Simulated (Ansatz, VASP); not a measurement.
# Si54N71 (V_N1): VASP beside Ansatz, part 2 of 3

Aim: how closely do two programs agree when they are given the same cell, functional and k mesh? Of the first pair: The structure shown is the start of the Ansatz relaxation below; VASP solves that cell, so the two are compared at the walk's first step.

VASP 6.6.1 and Ansatz 0.2.0.

So far. Step 3 (VASP: single point, PBEsol, start cell, pair 1): The run ends at a pressure of 11.97 GPa, with forces up to 5.1 eV/Å.

### 5. Ansatz: relaxation, PBEsol

Level of this step: Ansatz beside VASP: Kohn-Sham DFT, plane waves, PBEsol (Ansatz).

This run makes the geometry at which the two programs are then compared.

The structure compared here is the end of the Ansatz relaxation.

input.yaml

```yaml
crystal:
  lattice:
    - [11.26513559, 6.50392907, 0.0]
    - [-11.26513559, 6.50392907, 0.0]
    - [0.0, 0.0, 2.86660194]
  atoms:
    - { symbol: Si, position: [0.01950046, 0.80655545, 0.75] }
    - { symbol: Si, position: [0.3528338, 0.47322211, 0.75] }
    - { symbol: Si, position: [0.68616713, 0.13988878, 0.75] }
    - { symbol: Si, position: [0.21294502, 0.01950046, 0.25] }
    - { symbol: Si, position: [0.54627835, 0.68616713, 0.25] }
    - { symbol: Si, position: [0.87961168, 0.3528338, 0.25] }
    - { symbol: Si, position: [0.13988878, 0.45372165, 0.25] }
    - { symbol: Si, position: [0.47322211, 0.12038832, 0.25] }
    - { symbol: Si, position: [0.80655545, 0.78705498, 0.25] }
    - { symbol: Si, position: [0.19344455, 0.21294502, 0.75] }
    - { symbol: Si, position: [0.52677789, 0.87961168, 0.75] }
    - { symbol: Si, position: [0.86011122, 0.54627835, 0.75] }
    - { symbol: Si, position: [0.12038832, 0.6471662, 0.75] }
    - { symbol: Si, position: [0.45372165, 0.31383287, 0.75] }
    - { symbol: Si, position: [0.78705498, 0.98049954, 0.75] }
    - { symbol: Si, position: [0.31383287, 0.86011122, 0.25] }
    - { symbol: Si, position: [0.6471662, 0.52677789, 0.25] }
    - { symbol: Si, position: [0.98049954, 0.19344455, 0.25] }
    - { symbol: "N", position: [0.0, 0.66666667, 0.75] }
    - { symbol: "N", position: [0.33333333, 0.33333333, 0.75] }
    - { symbol: "N", position: [0.66666667, 0.0, 0.75] }
    - { symbol: "N", position: [0.0, 0.33333333, 0.25] }
    - { symbol: "N", position: [0.33333333, 0.0, 0.25] }
    - { symbol: "N", position: [0.66666667, 0.66666667, 0.25] }
    - { symbol: "N", position: [0.21345843, 0.45653274, 0.75] }
    - { symbol: "N", position: [0.54679176, 0.12319941, 0.75] }
    - { symbol: "N", position: [0.8801251, 0.78986608, 0.75] }
    - { symbol: "N", position: [0.09025902, 0.8801251, 0.25] }
    - { symbol: "N", position: [0.42359235, 0.54679176, 0.25] }
    - { symbol: "N", position: [0.75692569, 0.21345843, 0.25] }
    - { symbol: "N", position: [0.12319941, 0.57640765, 0.25] }
    - { symbol: "N", position: [0.45653274, 0.24307431, 0.25] }
    - { symbol: "N", position: [0.78986608, 0.90974098, 0.25] }
    - { symbol: "N", position: [0.21013392, 0.09025902, 0.75] }
    - { symbol: "N", position: [0.54346726, 0.75692569, 0.75] }
    - { symbol: "N", position: [0.87680059, 0.42359235, 0.75] }
    - { symbol: "N", position: [0.1198749, 0.21013392, 0.25] }
    - { symbol: "N", position: [0.45320824, 0.87680059, 0.25] }
    - { symbol: "N", position: [0.78654157, 0.54346726, 0.25] }
    - { symbol: "N", position: [0.24307431, 0.78654157, 0.75] }
    - { symbol: "N", position: [0.57640765, 0.45320824, 0.75] }
    - { symbol: "N", position: [0.90974098, 0.1198749, 0.75] }
  supercell: [1, 1, 3]
  defects: [{ vacancy: 82 }]
total_charge: 1
basis:
  ecutwfc: 420
  xc_grid: 2
hamiltonian:
  xc: pbesol
  pseudopotentials: { kind: paw, azcp: { folder: soft_1 }, xc_functional: pbe }
kpoints:
  mp_grid: { grid: [1, 1, 1], shift: [0.25, 0.25, 0.25] }
scf:
  occupations: { method: fixed }
  max_iter: 60
output:
  forces: true
  charged_corrections: { epsilon: [4.29, 4.29, 4.37], static_epsilon: [8.29, 8.29, 8.25] }
relax:
  f_tol: 0.02
  max_steps: 80
  random_displacement: { amplitude: 0.05, seed: 2988 }
checkpoint:
  write: "../qp1.relax.run"
  compress: false
  write_wavefunctions: true
  write_every: 100000
```

Launch:

```sh
$ ansatz run input.yaml --threads 4 --pin off --max-ram 15073MiB --backend cpu --events-out ev --progress --plain --runs-dir out
```

Numbers of over 12 decimals in the logs are rounded to 6 here.

Log:

```text
[...]
Crystal: 125 atoms, lattice volume = 1260.175 Å³
Basis set: ecut = 420 eV, 24581 PW (Γ), exchange–correlation on 180×180×120 points (8 copies of the dense FFT grid, shifted against one another)
Bands: 410, of which v1, the nominal top of the filled ones, is band 285 counted from 1 (284 counted from 0)
Symmetry: 1 space group operations
k-points: 1
[...]
SCF iter   1: F=—  HF=-60689.711154 eV  |F-HF|=—  |Δ(HF+E_count)|=         —  Δρ=1.59e-1  dr2=3.28e2  ethr=3.10e-3  ⟨swp⟩=6.0  Hψ=1628  notcnv=0  defer=123
[...]
- { symbol: Si, position: [0.141088, 0.453276, 0.415879] }
    - { symbol: Si, position: [0.476361, 0.119743, 0.416697] }
[...]
- { symbol: Si, position: [0.786476, 0.978583, 0.916170] }
    - { symbol: Si, position: [0.311670, 0.860343, 0.749915] }
    - { symbol: Si, position: [0.642513, 0.524381, 0.746412] }
    - { symbol: Si, position: [0.979752, 0.192558, 0.749226] }
[...]
- { symbol: N, position: [0.780213, 0.537717, 0.746619] }
    - { symbol: N, position: [0.239804, 0.785995, 0.916020] }
    - { symbol: N, position: [0.573470, 0.453071, 0.915248] }
    - { symbol: N, position: [0.909324, 0.118300, 0.915742] }
```

### 6. VASP: single point, PBEsol, relaxed cell, pair 2

The same cell, functional and mesh now go to VASP, with its own data sets.

INCAR

```
SYSTEM = Si54N71
PREC = Accurate
ENCUT = 520
EDIFF = 1E-06
NELM = 120
ISMEAR = 0
SIGMA = 0.01
LREAL = Auto
ALGO = Normal
GGA = PS
NELECT = 570
NBANDS = 384
LORBIT = 11
LWAVE = .FALSE.
LCHARG = .FALSE.
ISIF = 2
ISYM = 0
LASPH = .TRUE.
GGA_COMPAT = .FALSE.
EFERMI = MIDGAP
NCORE = 4
```

POSCAR

```
Si54N71
1.0
   11.2651355900      6.5039290700      0.0000000000
  -11.2651355900      6.5039290700      0.0000000000
    0.0000000000      0.0000000000      8.5998058200
Si N
54 71
Direct
    0.0206327330      0.8069534858      0.2498905140
    0.3551329377      0.4738655722      0.2493718661
[... 9 atom lines left out ...]
    0.8568396210      0.5451077879      0.2498961300
[... 1 atom line left out ...]
    0.4529228414      0.3123044558      0.2487312803
[... 2 atom lines left out ...]
    0.6446270712      0.5274784759      0.0829381217
[... 2 atom lines left out ...]
    0.3548343520      0.4766187725      0.5829620367
    0.6897748602      0.1405803326      0.5829956029
[... 1 atom line left out ...]
    0.5467042371      0.6888883380      0.4164478024
    0.8815468528      0.3543235882      0.4161670349
[... 1 atom line left out ...]
    0.4763606624      0.1197425040      0.4166971604
    0.8073048598      0.7853994157      0.4169314836
    0.1954624841      0.2159722801      0.5829506410
[... 1 atom line left out ...]
    0.8595542490      0.5458181600      0.5829798318
[... 1 atom line left out ...]
    0.4549992883      0.3135738305      0.5830866530
[... 2 atom lines left out ...]
    0.6426823406      0.5245046334      0.4192962652
[... 2 atom lines left out ...]
    0.3551558679      0.4738408916      0.9165723960
[... 2 atom lines left out ...]
    0.5467219911      0.6888635964      0.7494859765
    0.8815519798      0.3543407987      0.7497561424
[... 1 atom line left out ...]
    0.4763557344      0.1197001353      0.7492865125
    0.8072548939      0.7853361443      0.7489693094
[... 2 atom lines left out ...]
    0.8568142414      0.5451367656      0.9159535640
[... 1 atom line left out ...]
    0.4529681722      0.3123456279      0.9172392498
[... 2 atom lines left out ...]
    0.6425134526      0.5243809767      0.7464120510
[... 2 atom lines left out ...]
    0.3336210737      0.3330175348      0.2501540004
[... 3 atom lines left out ...]
    0.6663941433      0.6676875544      0.0829928668
[... 7 atom lines left out ...]
    0.4576437842      0.2419474399      0.0829806233
[... 6 atom lines left out ...]
    0.7828767441      0.5416626912      0.0829449560
[... 1 atom line left out ...]
    0.5734485682      0.4530530470      0.2506580691
[... 1 atom line left out ...]
    0.9991484728      0.6661429751      0.5829551760
    0.3387287100      0.3375929267      0.5829767200
[... 3 atom lines left out ...]
    0.6651857770      0.6649651011      0.4198987597
    0.2153033229      0.4571321024      0.5829503422
    0.5495709548      0.1226977824      0.5829841911
    0.8804535524      0.7872303286      0.5829449023
[... 1 atom line left out ...]
    0.4273524713      0.5470687166      0.4165156438
[... 2 atom lines left out ...]
    0.4647037143      0.2474897438      0.4180259849
[... 1 atom line left out ...]
    0.2141548342      0.0945286866      0.5829407081
    0.5422993344      0.7583166733      0.5829706498
    0.8786883497      0.4249391920      0.5829504018
[... 2 atom lines left out ...]
    0.7802514240      0.5376713531      0.4192650672
[... 3 atom lines left out ...]
    0.3336157154      0.3329935648      0.9158613826
[... 3 atom lines left out ...]
    0.6651735506      0.6649528347      0.7459738335
[... 4 atom lines left out ...]
    0.4274103331      0.5470000950      0.7494060080
[... 2 atom lines left out ...]
    0.4647122639      0.2474397235      0.7480393001
[... 6 atom lines left out ...]
    0.7802134237      0.5377165662      0.7466191023
[... 1 atom line left out ...]
    0.5734697716      0.4530708880      0.9152477035
    0.9093237139      0.1183000192      0.9157417228
```

KPOINTS

```
Points of the shifted mesh
1
Reciprocal
 0.2500000000  0.2500000000  0.2500000000 1
```

The projector-augmented-wave data sets are Si and N (PBE family, release 64).

Launch:

```sh
$ mpirun -np 16 vasp_std
```

Log:

```text
[banner, memory and clock lines left out]
running   16 mpi-ranks, on    1 nodes
[...]
[... a notice as in an earlier step ...]

 LDA part: xc-table for (Slater+PW92), standard interpolation
 POSCAR, INCAR and KPOINTS ok, starting setup
[...]
entering main loop
       N       E                     dE             d eps       ncg     rms          rms(c)
DAV:   1     0.266449791446E+04    0.26645E+04   -0.28462E+05   768   0.139E+03
DAV:   2    -0.962571016192E+03   -0.36271E+04   -0.34810E+04   928   0.300E+02
DAV:   3    -0.121858703802E+04   -0.25602E+03   -0.25393E+03   936   0.817E+01
DAV:   4    -0.122399516399E+04   -0.54081E+01   -0.53860E+01   968   0.122E+01
DAV:   5    -0.122412494489E+04   -0.12978E+00   -0.12957E+00   952   0.183E+00BRMIX: very serious problems
 the old and the new charge density differ
 old charge density:   571.00000 new  570.00000
    0.904E+01
DAV:   6    -0.108015870995E+04    0.14397E+03   -0.50770E+02   888   0.311E+01    0.416E+01
DAV:   7    -0.107738056763E+04    0.27781E+01   -0.28442E+01   936   0.762E+00    0.188E+01
DAV:   8    -0.107643804977E+04    0.94252E+00   -0.21762E+00   920   0.247E+00    0.635E+00
DAV:   9    -0.107630280230E+04    0.13525E+00   -0.38671E-01   944   0.108E+00    0.962E-01
[...]
DAV:  16    -0.107631933498E+04   -0.17552E-04   -0.14488E-05   888   0.527E-03    0.408E-03
DAV:  17    -0.107631933791E+04   -0.29321E-05   -0.34209E-06   768   0.274E-03    0.169E-03
DAV:  18    -0.107631933786E+04    0.51965E-07   -0.44538E-07   600   0.128E-03
   1 F= -.10763193E+04 E0= -.10763193E+04  d E =0.000000E+00
```

From OUTCAR (step 6):

```text
  FREE ENERGIE OF THE ION-ELECTRON SYSTEM (eV)
  ---------------------------------------------------
  free  energy   TOTEN  =     -1076.3193378604 eV

  energy  without entropy=    -1076.3193378604  energy(sigma->0) =    -1076.31933786
```

The run ends at a pressure of 10.05 GPa, with forces up to 0.033 eV/Å.

### 7. Side by side

Compared:

```csv
quantity,Ansatz,VASP,difference
gap on the k mesh (eV),2.450,2.425,+0.025
```

At this near-relaxed geometry the largest component of a force difference is 19 meV/Å. A gap on the mesh is an upper bound, since the band edges may lie between its points. The cell carries a charge of +1 e against a uniform background, so its pressure also hangs on how the neutralising background is counted, and in a defect's cell a gap may be the spacing between its levels.

(Continued in part 3 of 3.)

[Lines on the potential files, build, host, timing and source positions are cut from VASP's logs without a mark.]

[Logs are printed without paths, hosts, clocks, repeated set-up lines and the standing remarks that a program may print on its own settings, such as how far it seeks lower states.]

[Hosts, paths, dates, database ids (printed as entryN), source tags and the programs' standing remarks are cut or masked in the printed files.]
